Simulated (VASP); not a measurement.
Wanted: the native input for a VASP 6.6.1 run.

```
Task                   : dielectric tensor
Functional             : PBE
Potentials or basis    : VASP PAW PBE potentials, release 64 (Mo_sv, S)
Cutoff                 : 520 eV
k mesh                 : 12 × 12 × 3
Occupations            : gaussian, width 0.01 eV
Spin                   : no spin polarisation
Dipole correction      : no
Further INCAR settings : ALGO = Fast; EDIFF = 1e-08
```

The structure of MoS2 lies in POSCAR:

```
MoS2
1.0
    3.1853257155      0.0000000000      0.0000000000
   -1.5926628577      2.7585729889      0.0000000000
    0.0000000000      0.0000000000     14.7640655778
Mo S
2 4
Direct
    0.3333333333      0.6666666667      0.2500000000
    0.6666666667      0.3333333333      0.7500000000
    0.3333333333      0.6666666667      0.6441640995
    0.6666666667      0.3333333333      0.1441640995
    0.3333333333      0.6666666667      0.8558359005
    0.6666666667      0.3333333333      0.3558359005
```

The cell isn't the ideal one: dfpt-pbecell.

The input as run:

INCAR

```
SYSTEM = MoS2
ALGO = Fast
EDIFF = 1E-8
ENCUT = 520
GGA = PE
ISIF = 2
ISMEAR = 0
LASPH = .True.
LCHARG = .False.
LEPSILON = .True.
LREAL = .False.
LWAVE = .False.
NELM = 100
PREC = Accurate
SIGMA = 0.01
```

KPOINTS

```
k-points
0
Gamma
  12 12 3
  0 0 0
```

Potentials or basis: VASP PAW PBE potentials, release 64 (Mo_sv, S).

Run with:

```sh
$ cat potpaw_PBE.64/Mo_sv/POTCAR potpaw_PBE.64/S/POTCAR > POTCAR
$ mpirun -np 1 vasp_std > vasp.out
```

It gave:

| Item | Value |
| --- | --- |
| Band gap on the k mesh | 1.45 eV, indirect (least direct gap 1.67 eV) |
| Electronic dielectric tensor (diagonal) | 12.80, 12.80, 3.32 |
| Born charges (mean of the diagonal) | Mo -0.72; S +0.36 e |

Caveat: an odd mesh through Γ misses points on the zone boundary, where band edges often lie.

It took 26 min on 1 thread of AMD EPYC 9R45 (Zen 5), with other jobs on the host, peak memory 0.8 GiB.
